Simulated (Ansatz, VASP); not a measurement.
BiN in VASP and in Ansatz

File INCAR:

```
SYSTEM = BiN
  ALGO = Normal
  EDIFF = 1E-6
  ENCUT = 520
  ISIF = 2
  ISMEAR = 0
  LASPH = .True.
  LCHARG = .True.
  LELF = .True.
  LREAL = .False.
  LVHAR = .True.
  LWAVE = .False.
  NBANDS = 17
  NELM = 80
  PREC = Accurate
  SIGMA = 0.05
```

The input KPOINTS:

```
k-points
0
Gamma
  12 12 10
  0 0 0
```

Contents of POSCAR:

```
BiN
1.0
    3.4893699739      0.0000000000      0.0000000000
   -1.7446849870      3.0218830406      0.0000000000
    0.0000000000      0.0000000000      3.2651770091
Bi N
1 1
Direct
    0.0000000000      0.0000000000      0.0000000000
    0.6666666667      0.3333333333      0.5000000000
```

Input for Ansatz:

```yaml
crystal:
  lattice:
    - [3.4893699739, 2.886765065519e-11, 0.0]
    - [-1.744684986975, 3.021883040586, 0.0]
    - [0.0, 0.0, 3.2651770091]
  atoms:
    - { symbol: Bi, position: [-3.700743415525e-17, 0.0, 0.0] }
    - { symbol: "N", position: [0.6666666666667, 0.3333333333333, 0.5] }
basis:
  ecutwfc: 420
  ecutrho_ratio: 4
  xc_grid: 2
kpoints:
  mp_grid: { grid: [12, 12, 10] }
hamiltonian:
  xc: lda
scf:
  occupations: { method: gaussian, width: 0.05 }
output:
  forces: true
  stress: true
accuracy: medium
```

The cell comes from a database or a generator and needn't be the stable form of this composition.

Alike in both runs: task single point; functional LDA; k mesh 12 × 12 × 10; occupations gaussian, width 0.05 eV; no spin polarisation.

```csv
,VASP,Ansatz
version,VASP 6.6.1,Ansatz 0.2.0
potentials or method,"VASP PAW LDA potentials, release 64 (Bi_d, N)","scalar-relativistic, plane waves, PAW"
plane-wave cutoff (eV),520,420
valence electrons in the cell,20,20
```

Ansatz gave:

```
pressure (GPa)                                  : -7.4
largest component of the traceless stress (GPa) : 0.80
```

What did VASP give for the same quantities?

Pressure (GPa): -7.1; largest component of the traceless stress (GPa): 0.69.
